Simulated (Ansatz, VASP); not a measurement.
# Cross-check of AsP between VASP and Ansatz

Wanted: the spread between two codes on one cell, functional and k mesh. The cell is generated by rule, not measured, and may not be a known phase. The cell is taken from a series of VASP runs on this material, whose earlier steps may have relaxed, scaled or displaced it; both programs get it as it stands.

Method: plane waves, with VASP 6.6.1 beside it; band structure at PBEsol, spin-orbit coupling, in Ansatz 0.2.0.

The structure was built from a prototype and need not be the compound's stable phase.

### 1. The starting structure

The structure is cubic, space group Pm-3m (No. 221). The conventional cell has a = 3.213 Å, b = 3.213 Å, c = 3.213 Å, α = 90.00°, β = 90.00°, γ = 90.00°. Nearest to As lie 8 P at 2.78 Å. Nearest to P lie 8 As at 2.78 Å. Farther neighbours are not listed.

As a file:

```cif
data_structure
_symmetry_space_group_name_H-M 'P 1'
_symmetry_Int_Tables_number 1
_cell_length_a 3.2130
_cell_length_b 3.2130
_cell_length_c 3.2130
_cell_angle_alpha 90.000
_cell_angle_beta 90.000
_cell_angle_gamma 90.000
_cell_volume 33.17
loop_
_atom_site_label
_atom_site_type_symbol
_atom_site_fract_x
_atom_site_fract_y
_atom_site_fract_z
_atom_site_occupancy
As1 As 0.00000 0.00000 0.00000 1
P2 P 0.50000 0.50000 0.50000 1
```

### 2. VASP: band structure, PBEsol, spin-orbit coupling

A single point gives forces, pressure and levels at one fixed geometry, so differences don't come from the geometry; what else differs is listed under the comparison.

Lines of VASP's logs that name or quote its potential files are left out, and so is its time.

Input file INCAR:

```
SYSTEM = AsP
PREC = Accurate
ENCUT = 400
EDIFF = 1E-06
NELM = 100
ISMEAR = 0
SIGMA = 0.02
LREAL = .FALSE.
ALGO = Normal
GGA = PS
LNONCOLLINEAR = .TRUE.
MAGMOM = 0 0 0 0 0 0
NBANDS = 22
GGA_COMPAT = .FALSE.
LASPH = .TRUE.
LSORBIT = .TRUE.
LORBIT = 11
LWAVE = .FALSE.
LCHARG = .FALSE.
KPAR = 4
ISIF = 2
```

Input file POSCAR:

```
AsP
1.0
    3.2129500000      0.0000000000      0.0000000000
    0.0000000000      3.2129500000      0.0000000000
    0.0000000000      0.0000000000      3.2129500000
As P
1 1
Direct
    0.0000000000      0.0000000000      0.0000000000
    0.5000000000      0.5000000000      0.5000000000
```

Input file KPOINTS:

```
Automatic mesh
0
Gamma
8 8 8
0 0 0
```

Input file KPOINTS_OPT:

```
Line mode
16
Line-mode
Reciprocal
  0.00000000   0.00000000   0.00000000 GAMMA
  0.00000000   0.50000000   0.00000000 X

  0.00000000   0.50000000   0.00000000 X
  0.50000000   0.50000000   0.00000000 M

  0.50000000   0.50000000   0.00000000 M
  0.00000000   0.00000000   0.00000000 GAMMA

  0.00000000   0.00000000   0.00000000 GAMMA
  0.50000000   0.50000000   0.50000000 R

  0.50000000   0.50000000   0.50000000 R
  0.00000000   0.50000000   0.00000000 X

  0.50000000   0.50000000   0.00000000 M
  0.50000000   0.50000000   0.50000000 R
```

Potentials, in the order of the species: As and P (PBE family, release 64).

Started as:

```sh
> mpirun -np 4 vasp_ncl
```

Numbers of over 12 decimals in the logs are rounded to 6 here.

The log of the run:

```text
[banner, memory and clock lines left out]
running    4 mpi-ranks, on    1 nodes
 distrk:  each k-point on    1 cores,    4 groups
 distr:  one band on    1 cores,    1 groups

 POSCAR found type information on POSCAR AsP
 POSCAR found :  2 types and       2 ions
|                                                                             |
|               ----> ADVICE to this user running VASP <----                  |
|                                                                             |
|     You enforced a specific xc type in the INCAR file but a different       |
|     [... a line on the potential file left out ...]
|     I HOPE YOU KNOW WHAT YOU ARE DOING!                                     |
|                                                                             |

 LDA part: xc-table for (Slater+PW92), standard interpolation
 POSCAR, INCAR and KPOINTS ok, starting setup
 FFT: planning ... GRIDC
 FFT: planning ... GRID_SOFT
 FFT: planning ... GRID
 WAVECAR not read
 entering main loop
       N       E                     dE             d eps       ncg     rms          rms(c)
DAV:   1     0.193108934067E+02    0.19311E+02   -0.35194E+03  1540   0.640E+02
DAV:   2    -0.868600667117E+01   -0.27997E+02   -0.26805E+02  2040   0.120E+02
DAV:   3    -0.988061372737E+01   -0.11946E+01   -0.11696E+01  1916   0.212E+01
DAV:   4    -0.988686831987E+01   -0.62546E-02   -0.62519E-02  1838   0.186E+00
DAV:   5    -0.988690426432E+01   -0.35944E-04   -0.35942E-04  1860   0.142E-01    0.394E+00
DAV:   6    -0.986338450052E+01    0.23520E-01   -0.28736E-02  1794   0.998E-01    0.230E+00
DAV:   7    -0.985801743400E+01    0.53671E-02   -0.12212E-02  1798   0.628E-01    0.669E-01
DAV:   8    -0.985763175940E+01    0.38567E-03   -0.11038E-03  1856   0.197E-01    0.880E-02
DAV:   9    -0.985763162994E+01    0.12946E-06   -0.33849E-05  1860   0.379E-02    0.534E-02
DAV:  10    -0.985763317674E+01   -0.15468E-05   -0.81082E-06  1792   0.175E-02    0.108E-02
DAV:  11    -0.985763298091E+01    0.19583E-06   -0.99528E-07  1558   0.691E-03
   1 F= -.98576330E+01 E0= -.98574025E+01  d E =-.461009E-03  mag=    -0.0000     0.0000    -0.0000
 Start KPOINTS_OPT (optional k-point list driver)
k-point batch [1-35\96]
       N       E                     dE             ncg
DAV:   1     0.186348352526E+04   -0.54892E+04     1540
DAV:   2     0.812584213771E+03   -0.10509E+04     2126
DAV:   3     0.763586660661E+03   -0.48998E+02     1824
DAV:   4     0.763300023212E+03   -0.28664E+00     1950
DAV:   5     0.763298117556E+03   -0.19057E-02     1838
DAV:   6     0.763298093817E+03   -0.23739E-04     1952
DAV:   7     0.763298093532E+03   -0.28486E-06     1522
[...]
k-point batch [71-96\96]
       N       E                     dE             ncg
DAV:   1     0.482180406169E+04   -0.78257E+04     1144
DAV:   2     0.412408213696E+04   -0.69772E+03     1568
DAV:   3     0.409314759609E+04   -0.30935E+02     1326
DAV:   4     0.409299763072E+04   -0.14997E+00     1422
DAV:   5     0.409299675227E+04   -0.87846E-03     1356
DAV:   6     0.409299674413E+04   -0.81365E-05     1434
DAV:   7     0.409299674405E+04   -0.83363E-07      996
```

OUTCAR, selected parts (step 2):

```text
ion  position               nearest neighbor table
   1  0.000  0.000  0.000-   2 2.78   2 2.78   2 2.78   2 2.78   2 2.78   2 2.78   2 2.78   2 2.78

  LATTYP: Found a simple cubic cell.
 ALAT       =     3.2129500000

 Subroutine GETGRP returns: Found 48 space group operations
 (whereof 48 operations were pure point group operations)

The static configuration has the point symmetry O_h .

 Found     35 irreducible k-points:

   k-points           NKPTS =     35   k-points in BZ     NKDIM =     35   number of bands    NBANDS=     22

   dimension x,y,z NGX =    24 NGY =   24 NGZ =   24
   dimension x,y,z NGXF=    48 NGYF=   48 NGZF=   48

   ENCUT  =  400.0 eV  29.40 Ry    5.42 a.u.   5.24  5.24  5.24*2*pi/ulx,y,z

   NELECT =      10.0000    total number of electrons

 k-points in reciprocal lattice and weights: Automatic mesh
   0.00000000  0.00000000  0.00000000       0.002
   0.12500000  0.00000000  0.00000000       0.012
   0.25000000  0.00000000  0.00000000       0.012
   0.37500000  0.00000000  0.00000000       0.012
   0.50000000  0.00000000  0.00000000       0.006
   0.12500000  0.12500000  0.00000000       0.023
   0.25000000  0.12500000  0.00000000       0.047
   0.37500000  0.12500000  0.00000000       0.047
   0.50000000  0.12500000  0.00000000       0.023
[...]
0.50000000  0.50000000  0.37500000       0.012
   0.50000000  0.50000000  0.50000000       0.002

 average (electrostatic) potential at core
       1 -47.2723       2 -81.3692

 E-fermi :   7.6914

 k-point     1 :       0.0000    0.0000    0.0000
  band No.  band energies     occupation
    ...
      6       5.3873      1.00000
      7       5.5719      1.00000
      8       5.5719      1.00000
      9       5.5719      1.00000
     10       5.5719      1.00000
     11      11.0312      0.00000
     12      11.0312      0.00000
     13      11.0312      0.00000
     14      11.0312      0.00000
     15      14.1558      0.00000
    ...

 k-point     2 :       0.1250    0.0000    0.0000
  band No.  band energies     occupation
    ...
      6       5.5018      1.00000
      7       5.6906      1.00000
      8       5.6906      1.00000
      9       5.7769      1.00000
     10       5.7769      1.00000
     11      11.2454      0.00000
     12      11.2454      0.00000
     13      12.4669      0.00000
     14      12.4669      0.00000
     15      13.4550      0.00000
    ...

 k-point     3 :       0.2500    0.0000    0.0000
  band No.  band energies     occupation
    ...
      6       5.9876      1.00000
      7       6.2783      1.00000
      8       6.2783      1.00000
      9       6.3863      1.00000
     10       6.3863      1.00000
     11      11.7614      0.00000
     12      11.7614      0.00000
     13      11.8847      0.00000
     14      11.8847      0.00000
     15      12.0977      0.00000
    ...

  Total       -0.7472001     -0.7472001     -0.7472001      0.0000000     -0.0000000      0.0000000
  in kB      -36.0940482    -36.0940482    -36.0940482      0.0000000     -0.0000000      0.0000000
  external PRESSURE =     -36.0940482 kB  Pullay stress =       0.0000000 kB

  energy-cutoff  :      400.00
  volume of cell :       33.17
      direct lattice vectors                 reciprocal lattice vectors
     3.212950000  0.000000000  0.000000000     0.311240449  0.000000000  0.000000000
     0.000000000  3.212950000  0.000000000     0.000000000  0.311240449  0.000000000
     0.000000000  0.000000000  3.212950000     0.000000000  0.000000000  0.311240449

 POSITION                                       TOTAL-FORCE (eV/Angst)
 -----------------------------------------------------------------------------------
      0.00000      0.00000      0.00000         0.000000      0.000000      0.000000
      1.60648      1.60648      1.60648         0.000000      0.000000      0.000000
 -----------------------------------------------------------------------------------
    total drift:                               -0.000000     -0.000000     -0.000000

  FREE ENERGIE OF THE ION-ELECTRON SYSTEM (eV)
  ---------------------------------------------------
  free  energy   TOTEN  =        -9.8576329809 eV

  energy  without entropy=       -9.8571719722  energy(sigma->0) =       -9.85740248

 Spin-Orbit-Coupling matrix elements
 Ion:    1  E_soc:     -0.0244447
 Ion:    2  E_soc:     -0.0009957

 total charge
# of ion       s       p       d       tot
------------------------------------------
    1        1.336   1.212   0.069   2.618
    2        1.141   1.186   0.000   2.327
--------------------------------------------------
tot          2.477   2.399   0.069   4.945

 magnetization (x)
# of ion       s       p       d       tot
------------------------------------------
    1        0.000   0.000   0.000   0.000
    2        0.000   0.000   0.000   0.000
--------------------------------------------------
tot          0.000   0.000   0.000   0.000

 magnetization (y)
# of ion       s       p       d       tot
------------------------------------------
    1       -0.000  -0.000   0.000  -0.000
    2        0.000  -0.000   0.000  -0.000
--------------------------------------------------
tot          0.000  -0.000   0.000  -0.000

 magnetization (z)
# of ion       s       p       d       tot
------------------------------------------
    1       -0.000   0.000   0.000  -0.000
    2       -0.000   0.000   0.000   0.000
--------------------------------------------------
tot         -0.000   0.000   0.000  -0.000

[... 3 further parts left out ...]
```

The k-mesh is coarse for a metal.

The run ends at a pressure of -3.61 GPa.

### 3. Ansatz: band structure, PBEsol, spin-orbit coupling

Ansatz runs on its fully relativistic PAW (standard-fr) files.

The same cell, functional, mesh and smearing now go to Ansatz, which takes its cutoff from its data sets.

Input file input.yaml:

```yaml
crystal:
  lattice:
    - [3.21295, 0.0, 0.0]
    - [0.0, 3.21295, 0.0]
    - [0.0, 0.0, 3.21295]
  atoms:
    - { symbol: As, position: [0.0, 0.0, 0.0] }
    - { symbol: P, position: [0.5, 0.5, 0.5] }
hamiltonian:
  xc: pbesol
  pseudopotentials: { kind: paw_fr }
magnetization:
  noncollinear: true
  spin_orbit: true
kpoints:
  mp_grid: { grid: [8, 8, 8] }
  band_path:
    path:
      - [0.0, 0.0, 0.0]
      - [0.0, 0.1, 0.0]
      - [0.0, 0.2, 0.0]
      - [0.0, 0.3, 0.0]
      - [0.0, 0.43333, 0.0]
      - [0.0, 0.5, 0.0]
      - [0.1, 0.5, 0.0]
      - [0.2, 0.5, 0.0]
      - [0.33333, 0.5, 0.0]
      - [0.43333, 0.5, 0.0]
      - [0.5, 0.5, 0.0]
      - [0.36667, 0.36667, 0.0]
      - [0.26667, 0.26667, 0.0]
      - [0.16667, 0.16667, 0.0]
      - [0.06667, 0.06667, 0.0]
      - [0.03333, 0.03333, 0.03333]
      - [0.13333, 0.13333, 0.13333]
      - [0.23333, 0.23333, 0.23333]
      - [0.33333, 0.33333, 0.33333]
      - [0.46667, 0.46667, 0.46667]
      - [0.46667, 0.5, 0.46667]
      - [0.36667, 0.5, 0.36667]
      - [0.23333, 0.5, 0.23333]
      - [0.13333, 0.5, 0.13333]
      - [0.03333, 0.5, 0.03333]
      - [0.5, 0.5, 0.03333]
      - [0.5, 0.5, 0.16667]
      - [0.5, 0.5, 0.26667]
      - [0.5, 0.5, 0.36667]
      - [0.5, 0.5, 0.5]
    npoints: 1
scf:
  occupations: { method: gaussian, width: 0.02 }
  n_extra_bands: 14
output:
  forces: true
  stress: true
  eigenvalues: true
```

Started as:

```sh
> ansatz run input.yaml --threads 2 --pin off --max-ram 4608MiB --backend cpu --events-out ev --progress --plain --runs-dir out
```

The log of the run:

```text
scf.n_extra_bands = 14 over 20 filled bands (N_el = 20.0): the run solves 34 bands
Engine: ansatz 0.2.0, aarch64-unknown-linux-gnu
Pseudopotentials: kind: paw_fr
Pseudopotential: As, paw_fr, valence charge 15, recommended cutoff 420 eV (normal), As.paw.azcp#standard-fr
Pseudopotential: P, paw_fr, valence charge 5, recommended cutoff 420 eV (normal), P.paw.azcp#standard-fr
Functional definition: PBEsol
  exchange = pbesol_x
  correlation = pbesol_c
non-collinear run that drives no moment, with spin-orbit: no starting moment large enough to seed its density (crystal.atoms[].spin), no starting occupations that ask for one, no magnetisation constraint and no magnetic field, so the semilocal B_xc is pinned to zero
Crystal: 2 atoms, lattice volume = 33.167 Å³
Basis set: ecut = 420 eV, 619 PW (Γ), exchange–correlation on 48×48×48 points (8 copies of the dense FFT grid, shifted against one another)
Bands: 34, of which v1, the nominal top of the filled ones, is band 20 counted from 1 (19 counted from 0)
Symmetry: 48 space group operations + 48 with time reversal
Magnetic group: BNS 221.93 (UNI 1595), of the structure as read, at distance tolerance 3.2e-5 Å
k-points: 35 of 512
Projection manifold: j_resolved (fully-relativistic pseudo-atomic orbitals)
Non-local potential: As, projectors of the file, l = 0: 2, l = 1: 4, l = 2: 6, l = 3: 2
Non-local potential: P, projectors of the file, l = 0: 2, l = 1: 4, l = 2: 4
PAW form: soft (Blöchl's): semilocal exchange-correlation on the pseudo side does not see the compensation charge
PAW frozen core: As, regenerated for the run's functional, and the local potential with it (the file was generated under x = pbe(κ = 0.804, μ = 0.219515), c = pbe(β = 0.066725))
PAW frozen core: P, regenerated for the run's functional, and the local potential with it (the file was generated under x = pbe(κ = 0.804, μ = 0.219515), c = pbe(β = 0.066725))
PAW one-centre angular grid: As, 590 points (default); XC on 64 Gauss nodes
PAW one-centre angular grid: P, 110 points (default); XC on 64 Gauss nodes
Initial density: superposition of atomic densities (chi_scale 0.1, normalization cell, long waves kept (reshape's long-wave potential 0.00 eV rms))
Initial wavefunctions: pseudopotential atomic-orbital guess
Functional: x = pbesol(κ = 0.804, μ = 0.123457), c = pbesol(β = 0.046)
SCF iter   1: F=—  HF=-5552.190680 eV  |F-HF|=—  |Δ(HF+E_count)|=         —  Δρ=1.65e-2  dr2=1.01e-1  dr2_m=0.00e0 (ungated)  ethr=3.10e-3  |M|=0.00e0 ∫|m|=0.00e0 μB  |m|>n=0.0e0 m-floor=0.0e0 τ_xc=0.0e0  β_m=0.30  ⟨swp⟩=8.8  Hψ=4337  notcnv=0  defer=34
preconditioner: auto → none  [metal: Δε(μ)=0.008 eV  Ē_g=13.302 eV  σ=0.020 eV  W_gap=0.22  n_scr=6 (ndim 8)  ℏωp=20.4 eV  f_vac=0.000  D(μ)=6.40/eV (n_scr^D=122)  sad-step TF]
SCF iter   2: F=—  HF=-5552.177418 eV  |F-HF|=—  |Δ(HF+E_count)|=   1.33e-2  Δρ=1.22e-2  dr2=4.80e-2  dr2_m=0.00e0 (ungated)  ethr=5.04e-4  |M|=0.00e0 ∫|m|=0.00e0 μB  |m|>n=0.0e0 m-floor=0.0e0 τ_xc=0.0e0  β_m=0.63  ⟨swp⟩=1.9  Hψ=794  notcnv=0  defer=230
SCF iter   3: F=—  HF=-5552.167896 eV  |F-HF|=—  |Δ(HF+E_count)|=   9.52e-3  Δρ=4.89e-3  dr2=1.71e-2  dr2_m=0.00e0 (ungated)  ethr=2.40e-4  |M|=0.00e0 ∫|m|=0.00e0 μB  |m|>n=0.0e0 m-floor=0.0e0 τ_xc=0.0e0  β_m=0.53  ⟨swp⟩=2.9  Hψ=746  notcnv=0  defer=242
SCF iter   4: F=—  HF=-5552.163935 eV  |F-HF|=—  |Δ(HF+E_count)|=   3.96e-3  Δρ=8.05e-4  dr2=3.28e-4  dr2_m=0.00e0 (ungated)  ethr=8.54e-5  |M|=0.00e0 ∫|m|=0.00e0 μB  |m|>n=0.0e0 m-floor=0.0e0 τ_xc=0.0e0  β_m=0.72  ⟨swp⟩=2.3  Hψ=659  notcnv=0  defer=256
SCF iter   5: F=—  HF=-5552.163812 eV  |F-HF|=—  |Δ(HF+E_count)|=   1.23e-4  Δρ=2.22e-4  dr2=1.88e-5  dr2_m=0.00e0 (ungated)  ethr=1.64e-6  |M|=0.00e0 ∫|m|=0.00e0 μB  |m|>n=0.0e0 m-floor=0.0e0 τ_xc=0.0e0  β_m=0.86  ⟨swp⟩=2.9  Hψ=845  notcnv=0  defer=260
SCF iter   6: F=—  HF=-5552.163805 eV  |F-HF|=—  |Δ(HF+E_count)|=   6.56e-6  Δρ=4.67e-5  dr2=6.59e-7  dr2_m=0.00e0 (ungated)  ethr=9.38e-8  |M|=0.00e0 ∫|m|=0.00e0 μB  |m|>n=0.0e0 m-floor=0.0e0 τ_xc=0.0e0  β_m=0.71  ⟨swp⟩=2.0  Hψ=826  notcnv=0  defer=260
SCF iter   7: F=-5552.163804 eV  HF=-5552.163804 eV  |F-HF|=9.95e-8  |Δ(HF+E_count)|=   1.61e-6  Δρ=8.59e-6  dr2=1.99e-8  dr2_m=0.00e0 (ungated)  ethr=5.00e-10  |M|=0.00e0 ∫|m|=0.00e0 μB  |m|>n=0.0e0 m-floor=0.0e0 τ_xc=0.0e0  ⟨swp⟩=9.9  Hψ=3197  notcnv=0
SCF 1 converged in 7 iterations: F = -5552.163804 eV  dr2 = 1.99e-8
  greatest PAW one-centre occupation: 0.999 electrons in one spin orbital (limit 2), on the As atom at site 0 (counted from 0), in its partial waves of l = 2
NSCF: frozen V_eff on 30 k-points
SCF converged after 7 iterations
Magnetization: |M| = 0.0000 μB,  M = (+0.0000, +0.0000, +0.0000) μB
Absolute magnetization: 0.0000 μB (∫|m|)
  site 0: m = (+0.0000, +0.0000, +0.0000) μB, |m| = 0.0000 μB  (R = 1.15 Å)
  site 1: m = (+0.0000, +0.0000, +0.0000) μB, |m| = 0.0000 μB  (R = 1.15 Å)
Free energy (F): -5552.163804 eV
Harris-Foulkes:  -5552.163804 eV  (|F-HF|=9.95e-8)
Internal energy: -5552.163332 eV  (E = F + TS)
E sigma→0 (E₀):  -5552.163568 eV
Entropy (-TS):   -0.000472 eV (-0.236 meV/atom)
Fermi energy:    11.721869 eV
--- Per-component energies (eV) ---
  E_band       = -186.238265
  E_kinetic    = 171.080797
  E_local      = -1681.712986  (includes V_loc(G=0)·N_el)
  E_nonlocal   = -634.379110
  E_hartree    = 937.071941
  E_xc         = -139.534941
  E_vxc        = -139.738196  (∫ρ·V_xc dr)
  E_paw        = -2346.641244  (= ΣΔE_a)
  E_vpaw       = 224.375476  (= ΣTr[D̂ρ^β])
  E_aug_tail   = 0.000012  (compensation charges beyond the density's cutoff)
  E_ewald      = -1859.063867
  E_core_change = 1.016066  (= ΣΔE_core)
  E_smearing   = -0.000472  (= −TS)
  E_closure    = -0.000000  (closes the sum)
  Σ components = -5552.163804   (vs F -5552.163804, Δ=0.00e0)
--- Forces (eV/Å), atoms counted from 1 ---
  atom   1  As    -0.00000000    -0.00000000    -0.00000000
  atom   2  P      0.00000000    -0.00000000     0.00000000
  max |Σ_I F_I| component: 9.47e-30 eV/Å
--- Stress (GPa, compression-positive) ---
       -3.795989      -0.000000       0.000000
        0.000000      -3.795989       0.000000
        0.000000       0.000000      -3.795989
  P = ⅓ Tr σ = -3.7960 GPa (-37.960 kbar)
--- Band table (eV; the first three rows and the last of 35) ---
  k-point 0: bands = [... 16 lower, 9.6085, 9.6085, 9.6085, 9.6085, 15.0584, 15.0584, 15.0584, 15.0584, ... 10 higher]
  k-point 1: bands = [... 16 lower, 9.7257, 9.7257, 9.8133, 9.8133, 15.2721, 15.2721, 16.4923, 16.4923, ... 10 higher]
  k-point 2: bands = [... 16 lower, 10.3123, 10.3123, 10.4222, 10.4222, 15.7879, 15.7879, 15.9092, 15.9092, ... 10 higher]
  k-point 34: bands = [... 16 lower, 8.2887, 8.2887, 8.3285, 8.3285, 8.3285, 8.3285, 8.3395, 8.3395, ... 10 higher]
```

The job ended after 10 s (2 threads of Arm Neoverse N1, shared host; peak memory 0.43 GiB; 20 s of CPU time).

### 4. Comparison

Known differences besides the potentials themselves: spin-orbit coupling enters by fully relativistic files in Ansatz and inside the spheres in VASP; the data sets hold 20 valence electrons in Ansatz (fully relativistic PAW (standard-fr) files) and 10 in VASP; the cutoff is 420 eV in Ansatz and 400 eV in VASP; Ansatz makes its cores anew for this functional, VASP keeps those of its PBE data sets. Total energies have different zeros and are not compared.

The two programs side by side:

| quantity | Ansatz | VASP | difference |
| --- | --- | --- | --- |
| pressure (GPa) | -3.80 | -3.61 | -0.19 |

Levels from 3 eV below to 2 eV above the Fermi level differ by 5 meV r.m.s. and 9 meV at most; each VASP level is matched to the nearest of Ansatz, which flatters the figure a little.

### 5. Results

```json
{"r.m.s. difference of levels near the Fermi level (band structure, PBEsol, spin-orbit coupling)": "4.6 meV"}
```

In words: The r.m.s. difference of levels near the Fermi level is 4.6 meV (band structure, PBEsol, spin-orbit coupling), within the 80 meV picked in this series as the mark of a large difference. Such differences can come from data sets, numerical settings and the points named under the comparisons, not from the functional's error against experiment.

[Lines on the potential files, build, host, timing and source positions are cut from VASP's logs without a mark.]

[Logs are printed without paths, hosts, clocks, repeated set-up lines and the standing remarks that a program may print on its own settings, such as how far it seeks lower states.]

[Hosts, paths, dates, database ids (printed as entryN), source tags and the programs' standing remarks are cut or masked in the printed files.]
